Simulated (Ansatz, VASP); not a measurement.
Two plane-wave programs on HgRu

```
CELL_PARAMETERS angstrom
0.00000 3.00812 3.00812
3.00812 0.00000 3.00812
3.00812 3.00812 0.00000
ATOMIC_POSITIONS crystal
Hg 0.00000 0.00000 0.00000
Ru 0.75000 0.75000 0.75000
```

The cell was built by a generator and needn't be a form met in nature.

Alike in both runs: task single point; functional PBE; k mesh 16 × 16 × 16; occupations gaussian, width 0.1 eV; no spin polarisation.

|  | VASP | Ansatz |
| --- | --- | --- |
| version | VASP 6.6.1 | Ansatz 0.2.0 |
| potentials or method | VASP PAW PBE potentials, release 64 (Hg, Ru_pv) | scalar-relativistic, plane waves, PAW |
| plane-wave cutoff (eV) | 520 | 420 |
| valence electrons in the cell | 26 | 36 |

|  | VASP | Ansatz | Ansatz less VASP |
| --- | --- | --- | --- |
| gap on the k mesh at the Fermi level (eV) | none | none | - |
| pressure (GPa) | 0.6 | 0.0 | -0.58 |

A gap of «none» marks a metal or a gap that the smearing closes. The two sets of potentials don't hold the same shells in valence.

Spin-orbit coupling is left out, which matters for the levels of Hg.
